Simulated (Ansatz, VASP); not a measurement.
## AlFe: VASP beside Ansatz

One calculation is typed for both programs; each brings its own data sets and cutoff. How far apart do they land? The cell is taken from a series of VASP runs on this material, whose earlier steps may have relaxed, scaled or displaced it; both programs get it as it stands.

Program: Ansatz 0.2.0. Level of theory: plane waves, with VASP 6.6.1 beside it; relaxation of cell and atoms at r2SCAN with rVV10. Results are calculated unless marked as measured.

**1. Set-up**

It takes space group Pm-3m (No. 221, cubic). The conventional cell has a = 2.910 Å, b = 2.910 Å, c = 2.910 Å, α = 90.00°, β = 90.00°, γ = 90.00°. Fe has 8 Al at 2.52 Å nearest. Nearest to Al lie 8 Fe at 2.52 Å. Farther neighbours are not listed.

**2. VASP: relaxation of cell and atoms, r2SCAN with rVV10**

The relaxed volume is the usual yardstick between codes: its relative difference is about their pressure difference at one cell divided by the bulk modulus.

Lines of VASP's logs that name or quote its potential files are left out, and so is its time.

INCAR reads:

```
SYSTEM = AlFe
PREC = Accurate
ENCUT = 450
EDIFF = 1E-06
NELM = 100
ISMEAR = 1
SIGMA = 0.15
LREAL = .FALSE.
ALGO = Normal
METAGGA = R2SCAN
LUSE_VDW = .TRUE.
IVDW_NL = 2
BPARAM = 11.95
CPARAM = 0.0093
LASPH = .TRUE.
NBANDS = 14
ISPIN = 2
MAGMOM = 3 0
LMAXMIX = 4
LORBIT = 11
LWAVE = .FALSE.
LCHARG = .FALSE.
KPAR = 4
IBRION = 2
NSW = 50
ISIF = 3
EDIFFG = -0.006
```

POSCAR reads:

```
AlFe
1.0
    2.9103353465      0.0000000000      0.0000000000
    0.0000000000      2.9103353465      0.0000000000
    0.0000000000      0.0000000000      2.9103353465
Fe Al
1 1
Direct
    0.5000000000      0.5000000000      0.5000000000
    0.0000000000      0.0000000000      0.0000000000
```

KPOINTS reads:

```
Automatic mesh
0
Gamma
16 16 16
0 0 0
```

PAW data sets: Fe and Al (PBE family, release 64).

The run is started by

```bash
> mpirun -np 4 vasp_std
```

Numbers of over 12 decimals in the logs are rounded to 6 here.

Output:

```text
[banner, memory and clock lines left out]
running    4 mpi-ranks, on    1 nodes
 distrk:  each k-point on    1 cores,    4 groups
 distr:  one band on    1 cores,    1 groups

 POSCAR found type information on POSCAR FeAl
 POSCAR found :  2 types and       2 ions
|                                                                             |
|               ----> ADVICE to this user running VASP <----                  |
|                                                                             |
|     You have switched on vdW-DFT.                                           |
|     This routine was written and supplied by Jiri Klimes. We recommend      |
|     that you carefully read and cite the following publications:            |
|       J. Klimes, D.R. Bowler, A. Michelides                                 |
|          J. Phys.: Cond Matt. 22 022201 (2010)                              |
|       J. Klimes, D.R. Bowler, A. Michelides                                 |
|          Phys. Rev. B. 83, 195131 (2011)                                    |
|     and references therein.                                                 |
|                                                                             |

|                                                                             |
|               ----> ADVICE to this user running VASP <----                  |
|                                                                             |
|     You enforced a specific xc type in the INCAR file but a different       |
|     [... a line on the potential file left out ...]
|     I HOPE YOU KNOW WHAT YOU ARE DOING!                                     |
|                                                                             |

 LDA part: xc-table for (None), standard interpolation
 POSCAR, INCAR and KPOINTS ok, starting setup
 FFT: planning ... GRIDC
 FFT: planning ... GRID_SOFT
 FFT: planning ... GRID
 WAVECAR not read
 entering main loop
       N       E                     dE             d eps       ncg     rms          rms(c)
Total rVV10 correction in eV:      0.2712789    15.1434366
Total rVV10 correction in eV:      0.2712789    15.1434366
Total rVV10 correction in eV:      0.2712789    15.1434366
Total rVV10 correction in eV:      0.2712789    15.1434366
DAV:   1     0.210569386464E+02    0.21057E+02   -0.43995E+03  9424   0.738E+02
DAV:   2    -0.222177059326E+02   -0.43275E+02   -0.38759E+02 10002   0.147E+02
DAV:   3    -0.235222738760E+02   -0.13046E+01   -0.12900E+01 11874   0.296E+01
DAV:   4    -0.235410278074E+02   -0.18754E-01   -0.18747E-01 11004   0.316E+00
DAV:   5    -0.235416563903E+02   -0.62858E-03   -0.62856E-03 12194   0.637E-01    0.139E+01
Total rVV10 correction in eV:      0.2441836    15.1434351
Total rVV10 correction in eV:      0.2441836    15.1434351
Total rVV10 correction in eV:      0.2441836    15.1434351
Total rVV10 correction in eV:      0.2441836    15.1434351
DAV:   6    -0.234431466820E+02    0.98510E-01   -0.35839E+01 10938   0.844E+01    0.159E+01
Total rVV10 correction in eV:      0.2567394    15.1434344
Total rVV10 correction in eV:      0.2567394    15.1434344
Total rVV10 correction in eV:      0.2567394    15.1434344
Total rVV10 correction in eV:      0.2567394    15.1434344
DAV:   7    -0.210359733878E+02    0.24072E+01   -0.15700E+01 11088   0.480E+01    0.362E+00
Total rVV10 correction in eV:      0.2555679    15.1434349
Total rVV10 correction in eV:      0.2555679    15.1434349
Total rVV10 correction in eV:      0.2555679    15.1434349
Total rVV10 correction in eV:      0.2555679    15.1434349
DAV:   8    -0.210733853477E+02   -0.37412E-01   -0.15294E-01 10774   0.276E+00    0.175E+00
Total rVV10 correction in eV:      0.2542628    15.1434349
Total rVV10 correction in eV:      0.2542628    15.1434349
Total rVV10 correction in eV:      0.2542628    15.1434349
Total rVV10 correction in eV:      0.2542628    15.1434349
DAV:   9    -0.210669320708E+02    0.64533E-02   -0.24961E-02 11758   0.151E+00    0.837E-01
Total rVV10 correction in eV:      0.2530952    15.1434348
Total rVV10 correction in eV:      0.2530952    15.1434348
Total rVV10 correction in eV:      0.2530952    15.1434348
Total rVV10 correction in eV:      0.2530952    15.1434348
DAV:  10    -0.210640020130E+02    0.29301E-02   -0.14276E-02 11156   0.124E+00    0.214E-01
Total rVV10 correction in eV:      0.2530917    15.1434348
Total rVV10 correction in eV:      0.2530917    15.1434348
Total rVV10 correction in eV:      0.2530917    15.1434348
Total rVV10 correction in eV:      0.2530917    15.1434348
DAV:  11    -0.210642883957E+02   -0.28638E-03   -0.11275E-03 11432   0.293E-01    0.801E-02
Total rVV10 correction in eV:      0.2530588    15.1434348
Total rVV10 correction in eV:      0.2530588    15.1434348
Total rVV10 correction in eV:      0.2530588    15.1434348
Total rVV10 correction in eV:      0.2530588    15.1434348
DAV:  12    -0.210643087025E+02   -0.20307E-04   -0.25144E-04 13216   0.115E-01    0.308E-02
Total rVV10 correction in eV:      0.2530600    15.1434348
Total rVV10 correction in eV:      0.2530600    15.1434348
Total rVV10 correction in eV:      0.2530600    15.1434348
Total rVV10 correction in eV:      0.2530600    15.1434348
DAV:  13    -0.210643287108E+02   -0.20008E-04   -0.25557E-05 11002   0.632E-02    0.264E-02
Total rVV10 correction in eV:      0.2530590    15.1434348
Total rVV10 correction in eV:      0.2530590    15.1434348
Total rVV10 correction in eV:      0.2530590    15.1434348
Total rVV10 correction in eV:      0.2530590    15.1434348
DAV:  14    -0.210643262166E+02    0.24941E-05   -0.71929E-06 11286   0.255E-02    0.961E-03
Total rVV10 correction in eV:      0.2530626    15.1434348
Total rVV10 correction in eV:      0.2530626    15.1434348
Total rVV10 correction in eV:      0.2530626    15.1434348
Total rVV10 correction in eV:      0.2530626    15.1434348
DAV:  15    -0.210643251878E+02    0.10288E-05   -0.13330E-06  5370   0.125E-02    0.338E-03
Total rVV10 correction in eV:      0.2530629    15.1434348
Total rVV10 correction in eV:      0.2530629    15.1434348
Total rVV10 correction in eV:      0.2530629    15.1434348
Total rVV10 correction in eV:      0.2530629    15.1434348
DAV:  16    -0.210643242570E+02    0.93087E-06   -0.30579E-07  5094   0.463E-03
Total rVV10 correction in eV:      0.2530619    15.1434348
Total rVV10 correction in eV:      0.2530619    15.1434348
Total rVV10 correction in eV:      0.2530619    15.1434348
Total rVV10 correction in eV:      0.2530619    15.1434348
Total rVV10 correction in eV:      0.2530631    15.1434348
Total rVV10 correction in eV:      0.2530631    15.1434348
Total rVV10 correction in eV:      0.2530631    15.1434348
Total rVV10 correction in eV:      0.2530631    15.1434348
   1 F= -.21064324E+02 E0= -.21064329E+02  d E =-.210643E+02  mag=     1.9632
 curvature:   0.00 expect dE= 0.000E+00 dE for cont linesearch  0.000E+00
 trial: gam= 0.00000 g(F)=  0.000E+00 g(S)=  0.788E-06 ort = 0.000E+00 (trialstep = 0.100E+01)
 search vector abs. value=  0.788E-06
 reached required accuracy - stopping structural energy minimisation
```

OUTCAR, selected parts (step 2):

```text
ion  position               nearest neighbor table
   1  0.500  0.500  0.500-   2 2.52   2 2.52   2 2.52   2 2.52   2 2.52   2 2.52   2 2.52   2 2.52

  LATTYP: Found a simple cubic cell.
 ALAT       =     2.9103353465

 Subroutine GETGRP returns: Found 48 space group operations
 (whereof 48 operations were pure point group operations)

The static configuration has the point symmetry O_h .

 Found    165 irreducible k-points:

   k-points           NKPTS =    165   k-points in BZ     NKDIM =    165   number of bands    NBANDS=     14

   dimension x,y,z NGX =    20 NGY =   20 NGZ =   20
   dimension x,y,z NGXF=    40 NGYF=   40 NGZF=   40

   ENCUT  =  450.0 eV  33.07 Ry    5.75 a.u.   5.03  5.03  5.03*2*pi/ulx,y,z

   NELECT =      11.0000    total number of electrons

 k-points in reciprocal lattice and weights: Automatic mesh
   0.00000000  0.00000000  0.00000000       0.000
   0.06250000  0.00000000  0.00000000       0.001
   0.12500000  0.00000000  0.00000000       0.001
   0.18750000  0.00000000  0.00000000       0.001
   0.25000000  0.00000000  0.00000000       0.001
   0.31250000  0.00000000  0.00000000       0.001
   0.37500000  0.00000000  0.00000000       0.001
   0.43750000  0.00000000  0.00000000       0.001
   0.50000000  0.00000000  0.00000000       0.001
[...]
0.50000000  0.50000000  0.43750000       0.001
   0.50000000  0.50000000  0.50000000       0.000

 average (electrostatic) potential at core
       1 -46.1894       2 -74.4816

 E-fermi :   8.1452

 spin component 1
 k-point     1 :       0.0000    0.0000    0.0000
  band No.  band energies     occupation
    ...
      2       4.2210      1.00000
      3       4.2210      1.00000
      4       6.1069      1.00000
      5       6.1069      1.00000
      6       6.1069      1.00000
      7      14.0195      0.00000
      8      14.0195      0.00000
      9      14.0195      0.00000
     10      16.7746      0.00000
     11      16.7746      0.00000
    ...

 k-point     2 :       0.0625    0.0000    0.0000
  band No.  band energies     occupation
    ...
      2       4.2247      1.00000
      3       4.2391      1.00000
      4       6.0708      1.00000
      5       6.0708      1.00000
      6       6.1108      1.00000
      7      13.2313      0.00000
      8      14.1208      0.00000
      9      14.1208      0.00000
     10      16.7716      0.00000
     11      17.5018      0.00000
    ...

 k-point     3 :       0.1250    0.0000    0.0000
  band No.  band energies     occupation
    ...
      2       4.2237      1.00000
      3       4.2911      1.00000
      4       5.9707      1.00000
      5       5.9707      1.00000
      6       6.1219      1.00000
      7      11.8284      0.00000
      8      14.4167      0.00000
      9      14.4167      0.00000
     10      16.7623      0.00000
     11      18.6955      0.00000
    ...

 k-point     4 :       0.1875    0.0000    0.0000
  band No.  band energies     occupation
    ...
      2       4.1801      1.00000
      3       4.3703      1.00000
      4       5.8281      1.00000
      5       5.8281      1.00000
      6       6.1385      1.00000
      7      10.4181     -0.00000
      8      14.8873      0.00000
      9      14.8873      0.00000
     10      16.7473      0.00000
     11      19.7438      0.00000
    ...

 k-point     5 :       0.2500    0.0000    0.0000
  band No.  band energies     occupation
    ...
      2       4.0213      1.00000
      3       4.4661      1.00000
      4       5.6697      1.00000
      5       5.6697      1.00000
      6       6.1582      1.00000
      7       9.1834     -0.00000
      8      15.5077      0.00000
      9      15.5077      0.00000
     10      16.7275      0.00000
     11      20.5941      0.00000
    ...

 k-point     6 :       0.3125    0.0000    0.0000
  band No.  band energies     occupation
    ...
      2       3.6492      1.00000
      3       4.5646      1.00000
      4       5.5202      1.00000
      5       5.5202      1.00000
      6       6.1780      1.00000
      7       8.2480      0.04532
      8      16.2547      0.00000
      9      16.2547      0.00000
     10      16.7051      0.00000
     11      21.3396      0.00000
    ...

  Total       -0.0032997     -0.0032997     -0.0032997     -0.0000000     -0.0000000      0.0000000
  in kB       -0.2144639     -0.2144639     -0.2144639     -0.0000000     -0.0000000      0.0000000
  external PRESSURE =      -0.2144639 kB  Pullay stress =       0.0000000 kB

  energy-cutoff  :      450.00
  volume of cell :       24.65
      direct lattice vectors                 reciprocal lattice vectors
     2.910335347  0.000000000  0.000000000     0.343603015  0.000000000  0.000000000
     0.000000000  2.910335347  0.000000000     0.000000000  0.343603015  0.000000000
     0.000000000  0.000000000  2.910335347     0.000000000  0.000000000  0.343603015

 POSITION                                       TOTAL-FORCE (eV/Angst)
 -----------------------------------------------------------------------------------
      1.45517      1.45517      1.45517         0.000000      0.000000      0.000000
      0.00000      0.00000      0.00000         0.000000      0.000000      0.000000
 -----------------------------------------------------------------------------------
    total drift:                               -0.000000      0.000000     -0.000000

  FREE ENERGIE OF THE ION-ELECTRON SYSTEM (eV)
  ---------------------------------------------------
  free  energy   TOTEN  =       -21.0643242570 eV

  energy  without entropy=      -21.0643381249  energy(sigma->0) =      -21.06432888

 reached required accuracy - stopping structural energy minimisation

 total charge
# of ion       s       p       d       tot
------------------------------------------
    1        0.446   0.520   6.355   7.320
    2        0.395   0.450   0.000   0.845
--------------------------------------------------
tot          0.841   0.970   6.355   8.165

 magnetization (x)
# of ion       s       p       d       tot
------------------------------------------
    1        0.017   0.009   2.138   2.164
    2       -0.023  -0.044   0.000  -0.067
--------------------------------------------------
tot         -0.006  -0.036   2.138   2.096

[... 6 further parts left out ...]
```

The cell holds one magnetic atom, so no antiferromagnetic order fits into it. SCAN-type functionals tend to overstate the moments of itinerant magnets.

[end of part 1 of 2]

[Lines on the potential files, build, host, timing and source positions are cut from VASP's logs without a mark.]

[Logs are printed without paths, hosts, clocks, repeated set-up lines and the standing remarks that a program may print on its own settings, such as how far it seeks lower states.]

[Hosts, paths, dates, database ids (printed as entryN), source tags and the programs' standing remarks are cut or masked in the printed files.]
